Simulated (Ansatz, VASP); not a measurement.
# GaSi63H (Ga-H pair in Si) in two plane-wave programs, part 3 of 3

Aim: how closely do two programs agree when they are given the same cell, functional and k mesh? The cell is taken from a series of runs on this material, whose earlier steps may have relaxed, scaled, displaced or heated it; both programs get it as it stands.

VASP 6.6.1 and Ansatz 0.2.0.

So far. Step 5 (VASP: single point, r2SCAN, pair 2): The run ends at a pressure of 0.88 GPa, with forces up to 7.8 eV/Å.

### Step 8. VASP: single point, r2SCAN, pair 3

Level of this step: r2SCAN; plane waves and PAW (Si, Ga_d, H) (VASP).

A single point gives forces, pressure and levels at one fixed geometry, so differences don't come from the geometry; what else differs is listed under the comparison.

The input, INCAR:

```
SYSTEM = GaSi63H
PREC = Accurate
ENCUT = 440
EDIFF = 1E-06
NELM = 120
ISMEAR = -1
SIGMA = 0.01
LREAL = Auto
ALGO = Normal
METAGGA = R2SCAN
LASPH = .TRUE.
NBANDS = 184
LORBIT = 11
LWAVE = .FALSE.
LCHARG = .FALSE.
ISIF = 2
ISYM = 0
GGA_COMPAT = .FALSE.
EFERMI = MIDGAP
LMIXTAU = .TRUE.
NCORE = 2
```

The input, POSCAR:

```
GaSi63H
1.0
   10.8884793472      0.0000000000      0.0000000000
    0.0000000000     10.8884793472      0.0000000000
    0.0000000000      0.0000000000     10.8884793472
Si Ga H
63 1 1
Direct
    0.0006887922      0.0007874368      0.2503371952
    0.9965537538      0.2488638517      0.9971096762
    0.2486236810      0.9961336453      0.9965972360
    0.2344643240      0.2343983113      0.2326144942
    0.1241102066      0.1241252091      0.3790880410
    0.1192464066      0.3753826171      0.1198928095
    0.3748250468      0.1187710849      0.1193622867
    0.9992952601      0.9994031809      0.7494841432
    0.9993527195      0.2515098309      0.5015782892
    0.2515587489      0.9995165198      0.5016176756
    0.2497601048      0.2498696223      0.7504668186
    0.1243619450      0.1244726796      0.8743189428
    0.1234299034      0.3760989884      0.6281073249
    0.3761328344      0.1237029857      0.6280946817
    0.3748597203      0.3749139157      0.8754750904
    0.9991747178      0.4998559389      0.2504353321
    0.9996491514      0.7496846315      0.0004973923
    0.2506315296      0.4998673552      0.0008076378
    0.2499215442      0.7496290099      0.2505972780
    0.1234296727      0.6262469781      0.3755053894
    0.1250057620      0.8745457889      0.1256372169
    0.3759898002      0.6255610350      0.1259873062
    0.3751656616      0.8745966009      0.3756096564
    0.9988181536      0.5003871544      0.7519907522
    0.9990643287      0.7505705499      0.4999208930
    0.2435691766      0.5047417973      0.5054087340
    0.2500425110      0.7504015252      0.7509681685
    0.1254963427      0.6252454192      0.8761369787
    0.1250904551      0.8747220031      0.6253117809
    0.3740539187      0.6264371814      0.6268409325
    0.3755935192      0.8734248032      0.8747509366
    0.4995717246      0.9993863822      0.2503551004
    0.4996003473      0.2504995694      0.0008234850
    0.7496946508      0.9998190858      0.0005559140
    0.7494591511      0.2500487929      0.2506296804
    0.6258768718      0.1237562373      0.3755178053
    0.6252614092      0.3759717180      0.1260170011
    0.8745408714      0.1252077836      0.1257268392
    0.8744962833      0.3752488475      0.3756237841
    0.5003409406      0.9989485155      0.7519189820
    0.5048298752      0.2441861121      0.5057157579
    0.7502383091      0.9992352856      0.4998312436
    0.7505987814      0.2500959838      0.7512291752
    0.6252082575      0.1255590353      0.8761668554
    0.6267053506      0.3742070091      0.6271826738
    0.8745416044      0.1250764978      0.6252734339
    0.8736072598      0.3756054975      0.8751134617
    0.5067906484      0.5069600317      0.2490906679
    0.4995657871      0.7495628459      0.0001091838
    0.7493173983      0.4995252089      0.0001093532
    0.7527540724      0.7528529530      0.2502125419
    0.6294270052      0.6294659226      0.3755161647
    0.6249379977      0.8748509426      0.1253444281
    0.8746064404      0.6249814463      0.1252622014
    0.8765892629      0.8767927854      0.3754641409
    0.4994412015      0.4995194451      0.7499060126
    0.5000911235      0.7499185441      0.5006713996
    0.7499330265      0.5002192278      0.5007524839
    0.7495391688      0.7496682649      0.7504498002
    0.6244906717      0.6245970567      0.8752491225
    0.6251100275      0.8751217095      0.6256808304
    0.8750797853      0.6252794426      0.6257481884
    0.8747961464      0.8748926092      0.8754977193
    0.3968728482      0.3972423342      0.4006684834
    0.3190614991      0.3145500020      0.2709926275
```

The input, KPOINTS:

```
Points of the shifted mesh
1
Reciprocal
 0.2500000000  0.2500000000  0.2500000000 1
```

The projector-augmented-wave data sets are Si, Ga_d and H (PBE family, release 64).

Command:

```console
> mpirun -np 8 vasp_std
```

Numbers of over 12 decimals in the logs are rounded to 6 here.

The program printed:

```text
[... set-up lines as in an earlier step ...]
 entering main loop
       N       E                     dE             d eps       ncg     rms          rms(c)
DAV:   1     0.530548079942E+03    0.53055E+03   -0.94194E+04   376   0.112E+03
DAV:   2    -0.508224067815E+03   -0.10388E+04   -0.96610E+03   448   0.196E+02
DAV:   3    -0.601225211582E+03   -0.93001E+02   -0.90806E+02   448   0.614E+01
DAV:   4    -0.604823461856E+03   -0.35983E+01   -0.35639E+01   480   0.139E+01
[...]
DAV:  18    -0.566322029875E+03    0.13895E-04   -0.42624E-05   464   0.188E-02    0.367E-03
DAV:  19    -0.566322054546E+03   -0.24671E-04   -0.13579E-05   408   0.118E-02    0.252E-03
DAV:  20    -0.566322055277E+03   -0.73088E-06   -0.88644E-07   304   0.238E-03
   1 F= -.56632206E+03 E0= -.56632206E+03  d E =0.000000E+00
```

From OUTCAR (step 8):

```text
  Total        6.4549747      6.2877802      4.9308539     -6.1516151     -6.4805980     -6.4527180
  in kB        8.0113080      7.8038020      6.1197126     -7.6348066     -8.0431092     -8.0085073
  external PRESSURE =       7.3116075 kB  Pullay stress =       0.0000000 kB

 POSITION                                       TOTAL-FORCE (eV/Angst)
 -----------------------------------------------------------------------------------
      0.00750      0.00857      2.72579         0.002756      0.001453      0.025072
     10.85095      2.70975     10.85701        -0.000211      0.041762     -0.002097
      2.70713     10.84638     10.85143         0.039889      0.001474      0.000016
      2.55296      2.55224      2.53282        -2.502010     -2.371818     -1.217012
      1.35137      1.35153      4.12769         0.000803     -0.000167     -0.025058
      1.29841      4.08735      1.30545        -0.066437     -0.061494     -0.056384
      4.08127      1.29324      1.29967        -0.060539     -0.072864     -0.061134
     10.88081     10.88198      8.16074        -0.000298     -0.000223     -0.001831
     10.88143      2.73856      5.46142         0.005112     -0.008661     -0.007500
      2.73909     10.88321      5.46185        -0.008944      0.003350     -0.006436
      2.71951      2.72070      8.17144         0.001516      0.001170      0.004254
      1.35411      1.35532      9.52000        -0.002145     -0.002229      0.000473
      1.34396      4.09515      6.83913        -0.005808     -0.002383      0.002639
      4.09551      1.34694      6.83900        -0.003998     -0.004717      0.001451
[...]
-----------------------------------------------------------------------------------
    total drift:                               -0.028873     -0.017566      0.060270

  FREE ENERGIE OF THE ION-ELECTRON SYSTEM (eV)
  ---------------------------------------------------
  free  energy   TOTEN  =      -566.3220552771 eV

  energy  without entropy=     -566.3220552771  energy(sigma->0) =     -566.32205528

[... 2 parts as in an earlier step ...]
```

The run ends at a pressure of 0.73 GPa, with forces up to 4.4 eV/Å.

### Step 9. Ansatz: single point, r2SCAN, pair 3

The same cell, functional, mesh and smearing now go to Ansatz.

The cell is taken from a series of runs on this material, whose earlier steps may have relaxed, scaled, displaced or heated it; both programs get it as it stands.

The input, input.yaml:

```yaml
crystal:
  lattice:
    - [10.88847935, 0.0, 0.0]
    - [0.0, 10.88847935, 0.0]
    - [0.0, 0.0, 10.88847935]
  atoms:
    - { symbol: Si, position: [0.000688792, 0.000787437, 0.250337195] }
    - { symbol: Si, position: [-0.003446246, 0.248863852, -0.002890324] }
    - { symbol: Si, position: [0.248623681, -0.003866355, -0.003402764] }
    - { symbol: Si, position: [0.234464324, 0.234398311, 0.232614494] }
    - { symbol: Si, position: [0.124110207, 0.124125209, 0.379088041] }
    - { symbol: Si, position: [0.119246407, 0.375382617, 0.119892809] }
    - { symbol: Si, position: [0.374825047, 0.118771085, 0.119362287] }
    - { symbol: Ga, position: [0.396872848, 0.397242334, 0.400668483] }
    - { symbol: Si, position: [-0.00070474, -0.000596819, 0.749484143] }
    - { symbol: Si, position: [-0.000647281, 0.251509831, 0.501578289] }
    - { symbol: Si, position: [0.251558749, -0.00048348, 0.501617676] }
    - { symbol: Si, position: [0.249760105, 0.249869622, 0.750466819] }
    - { symbol: Si, position: [0.124361945, 0.12447268, 0.874318943] }
    - { symbol: Si, position: [0.123429903, 0.376098988, 0.628107325] }
    - { symbol: Si, position: [0.376132834, 0.123702986, 0.628094682] }
    - { symbol: Si, position: [0.37485972, 0.374913916, 0.87547509] }
    - { symbol: Si, position: [-0.000825282, 0.499855939, 0.250435332] }
    - { symbol: Si, position: [-0.000350849, 0.749684632, 0.000497392] }
    - { symbol: Si, position: [0.25063153, 0.499867355, 0.000807638] }
    - { symbol: Si, position: [0.249921544, 0.74962901, 0.250597278] }
    - { symbol: Si, position: [0.123429673, 0.626246978, 0.375505389] }
    - { symbol: Si, position: [0.125005762, 0.874545789, 0.125637217] }
    - { symbol: Si, position: [0.3759898, 0.625561035, 0.125987306] }
    - { symbol: Si, position: [0.375165662, 0.874596601, 0.375609656] }
    - { symbol: Si, position: [-0.001181846, 0.500387154, 0.751990752] }
    - { symbol: Si, position: [-0.000935671, 0.75057055, 0.499920893] }
    - { symbol: Si, position: [0.243569177, 0.504741797, 0.505408734] }
    - { symbol: Si, position: [0.250042511, 0.750401525, 0.750968168] }
    - { symbol: Si, position: [0.125496343, 0.625245419, 0.876136979] }
    - { symbol: Si, position: [0.125090455, 0.874722003, 0.625311781] }
    - { symbol: Si, position: [0.374053919, 0.626437181, 0.626840932] }
    - { symbol: Si, position: [0.375593519, 0.873424803, 0.874750937] }
    - { symbol: Si, position: [0.499571725, -0.000613618, 0.2503551] }
    - { symbol: Si, position: [0.499600347, 0.250499569, 0.000823485] }
    - { symbol: Si, position: [0.749694651, -0.000180914, 0.000555914] }
    - { symbol: Si, position: [0.749459151, 0.250048793, 0.25062968] }
    - { symbol: Si, position: [0.625876872, 0.123756237, 0.375517805] }
    - { symbol: Si, position: [0.625261409, 0.375971718, 0.126017001] }
    - { symbol: Si, position: [0.874540871, 0.125207784, 0.125726839] }
    - { symbol: Si, position: [0.874496283, 0.375248847, 0.375623784] }
    - { symbol: Si, position: [0.500340941, -0.001051485, 0.751918982] }
    - { symbol: Si, position: [0.504829875, 0.244186112, 0.505715758] }
    - { symbol: Si, position: [0.750238309, -0.000764714, 0.499831244] }
    - { symbol: Si, position: [0.750598781, 0.250095984, 0.751229175] }
    - { symbol: Si, position: [0.625208258, 0.125559035, 0.876166855] }
    - { symbol: Si, position: [0.626705351, 0.374207009, 0.627182674] }
    - { symbol: Si, position: [0.874541604, 0.125076498, 0.625273434] }
    - { symbol: Si, position: [0.87360726, 0.375605497, 0.875113462] }
    - { symbol: Si, position: [0.506790648, 0.506960032, 0.249090668] }
    - { symbol: Si, position: [0.499565787, 0.749562846, 0.000109184] }
    - { symbol: Si, position: [0.749317398, 0.499525209, 0.000109353] }
    - { symbol: Si, position: [0.752754072, 0.752852953, 0.250212542] }
    - { symbol: Si, position: [0.629427005, 0.629465923, 0.375516165] }
    - { symbol: Si, position: [0.624937998, 0.874850943, 0.125344428] }
    - { symbol: Si, position: [0.87460644, 0.624981446, 0.125262201] }
    - { symbol: Si, position: [0.876589263, 0.876792785, 0.375464141] }
    - { symbol: Si, position: [0.499441201, 0.499519445, 0.749906013] }
    - { symbol: Si, position: [0.500091123, 0.749918544, 0.5006714] }
    - { symbol: Si, position: [0.749933026, 0.500219228, 0.500752484] }
    - { symbol: Si, position: [0.749539169, 0.749668265, 0.7504498] }
    - { symbol: Si, position: [0.624490672, 0.624597057, 0.875249123] }
    - { symbol: Si, position: [0.625110028, 0.875121709, 0.62568083] }
    - { symbol: Si, position: [0.875079785, 0.625279443, 0.625748188] }
    - { symbol: Si, position: [0.874796146, 0.874892609, 0.875497719] }
    - { symbol: H, position: [0.319061499, 0.314550002, 0.270992627] }
basis:
  ecutwfc: 500
  xc_grid: 2
hamiltonian:
  xc: r2scan
kpoints:
  mp_grid: { grid: [1, 1, 1], shift: [0.25, 0.25, 0.25] }
scf:
  occupations: { method: fermi_dirac, width: 0.01 }
  max_iter: 120
output:
  forces: true
checkpoint:
  read: "../relax.run"
```

Command:

```console
> ansatz run input.yaml --threads 4 --pin off --max-ram 7536MiB --backend cpu --events-out ev --progress --plain --runs-dir out
```

The program printed:

```text
[...]
Crystal: 65 atoms, lattice volume = 1290.927 Å³
Basis set: ecut = 500 eV, 32795 PW (Γ), exchange–correlation on 160×160×160 points (8 copies of the dense FFT grid, shifted against one another)
Bands: 198, of which v1, the nominal top of the filled ones, is band 133 counted from 1 (132 counted from 0)
Symmetry: 1 space group operations
[...]
k-points: 1
[...]
atom   5  Si     0.00008941    -0.00121165    -0.01690452
  atom   6  Si    -0.06504871    -0.05752262    -0.05440282
  atom   7  Si    -0.05626836    -0.07159919    -0.06052362
  atom   8  Ga    -0.12255844    -0.14341980    -0.35609616
[...]
atom  62  Si     0.00251958     0.00348824     0.00264937
  atom  63  Si     0.00302697     0.00213490     0.00300726
  atom  64  Si    -0.00120251    -0.00023685     0.00037880
  atom  65  H      2.89958312     2.79151004     1.80915201
  max |Σ_I F_I| component: 9.48e-3 eV/Å
[key lines of the parts left out:]
SCF converged after 8 iterations
Free energy (F): -44065.930528 eV
Fermi energy:    6.516508 eV
```

### Step 10. Differences

The two programs side by side:

| quantity | Ansatz | VASP | difference |
| --- | --- | --- | --- |
| gap on the k mesh (eV) | 1.298 | 1.310 | -0.012 |

Forces on 8 of the 65 atoms, those with the largest forces and the largest differences (eV/Å; atoms numbered as in POSCAR):

| atom | Ansatz x, y, z | VASP x, y, z |
| --- | --- | --- |
| Si4 | -2.521, -2.390, -1.225 | -2.502, -2.372, -1.217 |
| Si6 | -0.065, -0.058, -0.054 | -0.066, -0.061, -0.056 |
| Si7 | -0.056, -0.072, -0.061 | -0.061, -0.073, -0.061 |
| Si26 | -0.060, -0.025, -0.021 | -0.070, -0.011, -0.011 |
| Si41 | -0.030, -0.059, -0.029 | -0.018, -0.070, -0.020 |
| Si48 | -0.069, -0.070, -0.027 | -0.060, -0.062, -0.039 |
| Ga64 | -0.123, -0.143, -0.356 | -0.127, -0.151, -0.350 |
| H65 | 2.900, 2.792, 1.809 | 2.878, 2.771, 1.800 |

The forces differ by 4.1 meV/Å r.m.s., which is 1.0 % of the r.m.s. force of 0.410 eV/Å (both taken over all components). A gap on the mesh is an upper bound, since the band edges may lie between its points.

### Step 11. What came out

```yaml
r_m_s_force_difference_single_point_r2scan_pair_1: 1.8 % of the r.m.s. force
r_m_s_force_difference_single_point_r2scan_pair_2: 0.98 % of the r.m.s. force
r_m_s_force_difference_single_point_r2scan_pair_3: 1.0 % of the r.m.s. force
```

What this shows: The r.m.s. force difference is 1.8 % of the r.m.s. force (single point, r2SCAN, pair 1), within the 3 % picked in this series as the mark of a large difference. Such differences can come from data sets, numerical settings and the points named under the comparisons, not from the functional's error against experiment.

[Lines on the potential files, build, host, timing and source positions are cut from VASP's logs without a mark.]

[Logs are printed without paths, hosts, clocks, repeated set-up lines and the standing remarks that a program may print on its own settings, such as how far it seeks lower states.]

[Hosts, paths, dates, database ids (printed as entryN), source tags and the programs' standing remarks are cut or masked in the printed files.]
